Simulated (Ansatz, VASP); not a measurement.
# Zn (Zinc): VASP beside Ansatz, part 2 of 2

Wanted: the spread between two codes on one cell, functional and k mesh. Of the first pair: The structure shown is the end of the Ansatz relaxation below.

VASP 6.6.1 and Ansatz 0.2.0.

So far. Step 3 (VASP: single point, LDA): The run ends at a pressure of 1.55 GPa.

### Step 5. VASP: zone-centre phonons, LDA

Level of this step: LDA; plane waves and PAW (Zn) (VASP).

Second derivatives magnify differences that forces hide, and they need a tight electronic threshold. The cell compared in this pair holds 26.21 Å³, against 26.80 Å³ for the pair before.

Input file INCAR:

```
SYSTEM = Zn
PREC = Accurate
ENCUT = 500
EDIFF = 1E-08
NELM = 120
ISMEAR = 1
SIGMA = 0.2
LREAL = .FALSE.
ALGO = Normal
GGA = CA
NBANDS = 18
LORBIT = 11
LWAVE = .FALSE.
LCHARG = .FALSE.
ISIF = 2
IBRION = 8
LASPH = .TRUE.
GGA_COMPAT = .FALSE.
KPAR = 2
```

Input file POSCAR:

```
Zn
1.0
    2.4483125960      0.0000000000      0.0000000000
   -1.2241562980      2.1203009045      0.0000000000
    0.0000000000      0.0000000000      5.0488638239
Zn
2
Direct
    0.3333333333      0.6666666667      0.2500000000
    0.6666666667      0.3333333333      0.7500000000
```

Input file KPOINTS:

```
Automatic mesh
0
Gamma
18 18 10
0 0 0
```

Potentials, in the order of the species: Zn (LDA family, release 64).

Launch:

```console
$ mpirun -np 2 vasp_std
```

Numbers of over 12 decimals in the logs are rounded to 6 here.

What it wrote:

```text
[... set-up lines as in an earlier step ...]
 entering main loop
       N       E                     dE             d eps       ncg     rms          rms(c)
DAV:   1     0.104188176260E+03    0.10419E+03   -0.12244E+04  8392   0.215E+03
DAV:   2     0.170323029908E+00   -0.10402E+03   -0.10131E+03  8006   0.298E+02
DAV:   3    -0.400578144831E+01   -0.41761E+01   -0.41625E+01  8944   0.679E+01
DAV:   4    -0.402741422307E+01   -0.21633E-01   -0.21627E-01  8792   0.495E+00
[...]
DAV:  11    -0.365374519919E+01    0.13296E-06   -0.62677E-07  8608   0.744E-03    0.252E-03
DAV:  12    -0.365374524355E+01   -0.44358E-07   -0.30610E-08  8002   0.236E-03    0.831E-04
DAV:  13    -0.365374524061E+01    0.29449E-08   -0.27511E-08  6292   0.349E-03
   1 F= -.36537452E+01 E0= -.36541101E+01  d E =0.109457E-02
 Linear response reoptimize wavefunctions to high precision
DAV:   1    -0.365374524011E+01    0.49522E-09   -0.14284E-09  6656   0.271E-04
DAV:   2    -0.365374524011E+01    0.27285E-11   -0.56937E-11  4368   0.832E-05
 Linear response DOF=           2
 Linear response progress:
[...]
RMM:   9    -0.198001805419E+00    0.97519E-07   -0.14411E-08 64641   0.597E-05    0.150E-06
RMM:  10    -0.198001818332E+00   -0.12913E-07   -0.57804E-09 53592   0.367E-05    0.353E-07
RMM:  11    -0.198001824262E+00   -0.59302E-08   -0.32715E-09 39733   0.300E-05    0.233E-07
 first order change of Fermi-energy  -0.11759E-04
 force on displaced ion       1 direction 1 :  -0.646   0.000   0.000
 Linear response progress:
  Degree of freedom:   2/  2
       N       E                     dE             d eps       ncg     rms          rms(c)
RMM:   1    -0.230059270194E+00   -0.23006E+00   -0.11314E-03 16453   0.221E+00
RMM:   2    -0.226874670736E+00    0.31846E-02   -0.17563E-03 16857   0.529E-01    0.643E-02
RMM:   3    -0.226875052136E+00   -0.38140E-06   -0.55303E-05 21262   0.803E-02    0.384E-02
RMM:   4    -0.226896654641E+00   -0.21603E-04   -0.76918E-05 21107   0.398E-02    0.362E-03
[...]
RMM:   8    -0.226905983010E+00    0.73816E-06   -0.30260E-07 20949   0.214E-04    0.301E-05
RMM:   9    -0.226905504612E+00    0.47840E-06   -0.28044E-07 21179   0.109E-04    0.467E-06
RMM:  10    -0.226905510836E+00   -0.62247E-08   -0.64917E-08 22053   0.450E-05    0.194E-06
 first order change of Fermi-energy   0.27843E-04
 force on displaced ion       1 direction 3 :   0.000  -0.000  -2.542
 Linear response finished
```

OUTCAR, selected parts (step 5):

```text
  Total        2.4758752      2.4758752      0.0620738     -0.0000000      0.0000000      0.0000000
  in kB      151.3496098    151.3496098      3.7945563     -0.0000000      0.0000000      0.0000000
  external PRESSURE =     102.1645920 kB  Pullay stress =       0.0000000 kB

 POSITION                                       TOTAL-FORCE (eV/Angst)
 -----------------------------------------------------------------------------------
     -0.00000      1.41353      1.26222        -0.000000      0.000000      0.000000
      1.22416      0.70677      3.78665         0.000000      0.000000      0.000000
 -----------------------------------------------------------------------------------
    total drift:                                0.000000     -0.000000      0.000000

[... 1 part as in an earlier step ...]

[... 1 further part left out ...]
```

### Step 6. Ansatz: zone-centre phonons, LDA

The same cell, functional (in two slightly different forms), mesh and smearing now go to Ansatz, which takes its cutoff from its data sets.

The cell is taken from a series of runs on this material, whose earlier steps may have relaxed, scaled, displaced or heated it; both programs get it as it stands.

Input file input.yaml:

```yaml
crystal:
  lattice:
    - [2.448312596, 0.0, 0.0]
    - [-1.224156298, 2.1203009045, 0.0]
    - [0.0, 0.0, 5.0488638239]
  atoms:
    - { symbol: Zn, position: [0.3333333333, 0.6666666667, 0.25] }
    - { symbol: Zn, position: [0.6666666667, 0.3333333333, 0.75] }
kpoints:
  mp_grid: { grid: [18, 18, 10] }
hamiltonian:
  xc: lda
  pseudopotentials: { kind: paw, azcp: { folder: soft_1 }, xc_functional: pbe }
scf:
  occupations: { method: methfessel_paxton, width: 0.2 }
output:
  eigenvalues: true
phonons:
  method: dfpt
```

Launch:

```console
$ ansatz run input.yaml --threads 4 --pin off --max-ram 10240MiB --backend cpu --events-out ev --progress --plain --runs-dir out
```

What it wrote:

```text
zone centre: on kpoints.mp_grid the ground state, and the responses unless they are solved on pairs of k-points, stand on 546 of the mesh's 3240 k-points, reduced under 4 symmetry operations, with k and −k counted as one. Each operation leaves every solved displacement unchanged or reverses it
[...]
Crystal: 2 atoms, lattice volume = 26.209 Å³
[...]
k mesh reduced under 4 symmetry operations, with k and −k counted as one. Each operation leaves every solved displacement unchanged or reverses it
  ASR residual: 1.506e-4 → 0.000e0 eV/Å²; symmetrization residual: 1.393e-13 eV/Å²
  ASR residual per site (eV/Å²): 1.51e-4 1.51e-4
  Γ frequencies (cm⁻¹): 0.00 0.00 0.00 68.78 68.78 140.05
  non-analytic LO–TO correction: not included (Born effective charges unavailable; polar crystals: no LO–TO splitting at Γ)
[key lines of the parts left out:]
SCF converged after 8 iterations
Free energy (F): -6492.439297 eV
Fermi energy:    12.709510 eV
```

### Step 7. Side by side

Compared:

```tsv
quantity	Ansatz	VASP	difference
optical mode 1 to 2 (cm⁻¹)	68.8	73.3	-6.15 %
optical mode 3 (cm⁻¹)	140.1	145.4	-3.67 %
```

Modes are paired by rising frequency, not by their patterns, so a pair may set unlike modes beside each other; they are those without the splitting of longitudinal modes.

### Step 8. Results

| Property | Result |
| --- | --- |
| difference in pressure (single point, LDA) | -0.77 GPa |
| r.m.s. difference of the optical zone-centre modes, each program's sorted by frequency (zone-centre phonons, LDA) | 4.8 cm⁻¹ |
| difference in optical mode 1 to 2 (zone-centre phonons, LDA) | -6.2 % |

In words: The difference in pressure is -0.77 GPa (single point, LDA), within the 1 GPa picked in this series as the mark of a large difference. Among the rows given in per cent, the largest difference of the zone-centre phonons, LDA pair is in optical mode 1 to 2, -6.2 %. Such differences can come from data sets, numerical settings and the points named under the comparisons, not from the functional's error against experiment.

[Lines on the potential files, build, host, timing and source positions are cut from VASP's logs without a mark.]

[Logs are printed without paths, hosts, clocks, repeated set-up lines and the standing remarks that a program may print on its own settings, such as how far it seeks lower states.]

[Hosts, paths, dates, database ids (printed as entryN), source tags and the programs' standing remarks are cut or masked in the printed files.]
